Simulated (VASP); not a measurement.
HfO$_{2}$ (fluorite):

```xyz
3
Lattice="0.0000 2.5400 2.5400 2.5400 0.0000 2.5400 2.5400 2.5400 0.0000" Properties=species:S:1:pos:R:3 pbc="T T T"
Hf     0.0000     0.0000     0.0000
O      1.2700     1.2700     1.2700
O      3.8100     3.8100     3.8100
```

The lowest empty band near X, direction across the valley's axis, from PBE with spin-orbit coupling in VASP (PAW); its two spin partners are averaged. The gap over the points computed is 3.77 eV, and the next band on that side lies 1.61 eV away at the edge.

Numerical set-up: 520 eV cut-off, 8×8×8 Γ-centred mesh, Gaussian smearing of 0.050 eV, potentials Hf_pv O.

```tsv
distance from the edge in k (1/Å)	distance in energy (meV)
0.025	3.2
0.035	6.3
0.050	12.8
0.070	25.0
```

### Question
Fit E(1 + αE) = ħ²k²/2m* (ħ²/2m0 = 3.810 eV Å²) and predict the row at 0.095 1/Å.

### Answer
The rows don't resolve α, so a parabola serves: the electron mass is m* = 0.746 m0, and so 46.1 meV. The run gave 45.7 meV, -0.4 meV from the fit.

Left out are points under 3 meV from the edge, since the levels carry 0.1 meV, and points farther than half the way to the next band.

The compound is HfO2 in the fluorite structure, the high-temperature cubic form, which is unstable at 0 K; the monoclinic form is the stable one. The cell was not relaxed at this level.
